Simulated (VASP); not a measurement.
Energy against volume of Tc (hcp). These are revPBE GGA, VASP's PBE PAW potentials (set 64) (plane waves; VASP) values and carry that method's errors. Run with 520 eV cut-off, 15×15×8 Γ-centred mesh, first-order Methfessel-Paxton smearing of 0.10 eV, potentials Tc_pv.

Shape and ions are relaxed at each volume.

| V (Å³/atom) | E (eV/atom) |
|---|---|
| 13.664 | -9.80845 |
| 14.100 | -9.84982 |
| 14.536 | -9.86301 |
| 14.973 | -9.85227 |

Fit these four points and predict the energy of the run at 15.409 Å³/atom.

A cubic in V^(−2/3), the third-order Birch-Murnaghan form, passes through the four points with V0 = 14.55 Å³/atom and B0 = 291 GPa, and gives -9.8213 eV/atom there. The run gave -9.8213 eV/atom, +0.0 meV/atom from the fit; all five points give B0 = 291 GPa.

The compound is Tc in the hcp structure. It was relaxed first.
